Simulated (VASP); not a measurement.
Calculation: LDA (Ceperley-Alder, Perdew-Zunger), VASP's LDA PAW potentials (set 64) (plane waves; VASP 6.6.1).

VASP input:

**KPOINTS**
```
Automatic mesh
0
Gamma
8 8 8
0 0 0
```

INCAR:
```
SYSTEM=LaB6
PREC=Accurate; ENCUT=620; LREAL=.False.
LASPH=.True.
EDIFF=1E-6; NELM=100; ALGO=Normal
LMAXMIX=6
ISMEAR=1; SIGMA=0.1
IBRION=2; NSW=40; ISIF=3
EDIFFG=-0.02
LWAVE=.False.; LCHARG=.False.
```

POSCAR:
```
LaB6
1
    4.0995723776    -0.0000000000     0.0000000000
    0.0000000000     4.0995723776    -0.0000000000
    0.0000000000     0.0000000000     4.0995723776
La B
1 6
Direct
  0.0000000000   0.0000000000   0.0000000000
  0.8002529601   0.5000000000   0.5000000000
  0.5000000000   0.1997470399   0.5000000000
  0.5000000000   0.8002529601   0.5000000000
  0.1997470399   0.5000000000   0.5000000000
  0.5000000000   0.5000000000   0.8002529601
  0.5000000000   0.5000000000   0.1997470399
```

POTCAR, in this order: La B (LDA.64 set). Program: vasp_std.

Output of the run:

OSZICAR:
```
       N       E                     dE             d eps       ncg     rms          rms(c)
DAV:   1     0.232540959895E+03    0.23254E+03   -0.12804E+04  1308   0.240E+03
DAV:   2    -0.992308313092E+01   -0.24246E+03   -0.23139E+03  1646   0.344E+02
DAV:   3    -0.571440437303E+02   -0.47221E+02   -0.39336E+02  1958   0.182E+02
DAV:   4    -0.595858453294E+02   -0.24418E+01   -0.24162E+01  2214   0.438E+01
DAV:   5    -0.596771203626E+02   -0.91275E-01   -0.90699E-01  2016   0.627E+00    0.911E+00
DAV:   6    -0.547957865919E+02    0.48813E+01   -0.13116E+01  1846   0.230E+01    0.428E+00
DAV:   7    -0.544579685135E+02    0.33782E+00   -0.50560E+00  2166   0.137E+01    0.177E+00
DAV:   8    -0.545610041780E+02   -0.10304E+00   -0.27478E+00  2156   0.172E+01    0.149E+00
DAV:   9    -0.544277860524E+02    0.13322E+00   -0.34957E-01  2078   0.535E+00    0.741E-01
DAV:  10    -0.544009494313E+02    0.26837E-01   -0.21994E-01  2136   0.427E+00    0.888E-02
DAV:  11    -0.544023243978E+02   -0.13750E-02   -0.12429E-02  2126   0.857E-01    0.120E-01
DAV:  12    -0.544019241750E+02    0.40022E-03   -0.20448E-03  2252   0.447E-01    0.600E-02
DAV:  13    -0.544017894402E+02    0.13473E-03   -0.14046E-03  2166   0.351E-01    0.119E-02
DAV:  14    -0.544017888318E+02    0.60839E-06   -0.60216E-05  1980   0.765E-02    0.641E-03
DAV:  15    -0.544017889444E+02   -0.11262E-06   -0.19164E-06  1614   0.137E-02
   1 F= -.54401789E+02 E0= -.54401987E+02  d E =-.544018E+02
       N       E                     dE             d eps       ncg     rms          rms(c)
DAV:   1    -0.544016758481E+02    0.11298E-03   -0.31674E-02  1458   0.133E+00    0.801E-02
DAV:   2    -0.544015762232E+02    0.99625E-04   -0.17441E-03  1926   0.467E-01    0.405E-02
DAV:   3    -0.544015171586E+02    0.59065E-04   -0.42741E-04  2038   0.177E-01    0.993E-03
DAV:   4    -0.544015141549E+02    0.30037E-05   -0.81520E-05  2068   0.923E-02    0.792E-03
DAV:   5    -0.544015124851E+02    0.16698E-05   -0.10952E-05  2064   0.305E-02    0.163E-03
DAV:   6    -0.544015124906E+02   -0.55029E-08   -0.62513E-07   958   0.779E-03
   2 F= -.54401512E+02 E0= -.54401727E+02  d E =0.276454E-03
       N       E                     dE             d eps       ncg     rms          rms(c)
DAV:   1    -0.544019361592E+02   -0.42367E-03   -0.15375E-02  1482   0.929E-01    0.561E-02
DAV:   2    -0.544018817534E+02    0.54406E-04   -0.83484E-04  1950   0.334E-01    0.279E-02
DAV:   3    -0.544018538190E+02    0.27934E-04   -0.18572E-04  2070   0.117E-01    0.659E-03
DAV:   4    -0.544018526041E+02    0.12148E-05   -0.33694E-05  2044   0.581E-02    0.528E-03
DAV:   5    -0.544018518455E+02    0.75865E-06   -0.47974E-06  1746   0.209E-02
   3 F= -.54401852E+02 E0= -.54402056E+02  d E =-.629011E-04
```

### OUTCAR
```
------------------------ aborting loop because EDIFF is reached ----------------------------------------
  FORCE on cell =-STRESS in cart. coord.  units (eV):
  Direction    XX          YY          ZZ          XY          YZ          ZX
  --------------------------------------------------------------------------------------
  Total       -0.0119707     -0.0119707     -0.0119707      0.0000000      0.0000000      0.0000000
  in kB       -0.2784669     -0.2784669     -0.2784669      0.0000000      0.0000000      0.0000000
  external PRESSURE =      -0.2784669 kB  Pullay stress =       0.0000000 kB
  volume of cell :       68.87
      direct lattice vectors                 reciprocal lattice vectors
     4.099073959  0.000000000 -0.000000000     0.243957540  0.000000000 -0.000000000
    -0.000000000  4.099073959  0.000000000    -0.000000000  0.243957540 -0.000000000
     0.000000000  0.000000000  4.099073959     0.000000000  0.000000000  0.243957540
 POSITION                                       TOTAL-FORCE (eV/Angst)
 -----------------------------------------------------------------------------------
      0.00000      0.00000      0.00000         0.000000      0.000000      0.000000
      3.27978      2.04954      2.04954         0.001622      0.000000     -0.000000
      2.04954      0.81929      2.04954         0.000000     -0.001622      0.000000
      2.04954      3.27978      2.04954        -0.000000      0.001622      0.000000
      0.81929      2.04954      2.04954        -0.001622     -0.000000      0.000000
      2.04954      2.04954      3.27978         0.000000      0.000000      0.001622
      2.04954      2.04954      0.81929        -0.000000     -0.000000     -0.001622
 -----------------------------------------------------------------------------------
    total drift:                               -0.000000      0.000000      0.000000
  FREE ENERGIE OF THE ION-ELECTRON SYSTEM (eV)
  ---------------------------------------------------
  free  energy   TOTEN  =       -54.4018518455 eV

  energy  without entropy=      -54.4024643524  energy(sigma->0) =      -54.40205601

 reached required accuracy - stopping structural energy minimisation
```
(Selected blocks of OUTCAR.)

CONTCAR:
```
LaB6
   1.00000000000000
     4.0990739587080594    0.0000000000000000   -0.0000000000000000
    -0.0000000000000000    4.0990739587080594    0.0000000000000000
     0.0000000000000000    0.0000000000000000    4.0990739587080594
  La              B
     1     6
Direct
     0.0000000000000000    0.0000000000000000    0.0000000000000000
     0.8001270575517332    0.5000000000000000    0.5000000000000000
     0.5000000000000000    0.1998729424482667    0.5000000000000000
     0.5000000000000000    0.8001270575517332    0.5000000000000000
     0.1998729424482667    0.5000000000000000    0.5000000000000000
     0.5000000000000000    0.5000000000000000    0.8001270575517332
     0.5000000000000000    0.5000000000000000    0.1998729424482667
```

The compound is LaB6 in the cab6 structure. This run relaxes it. Symmetry was kept, so distortions that lower it aren't found. The electron count is odd and the run is not spin-polarised, which forces a metal.
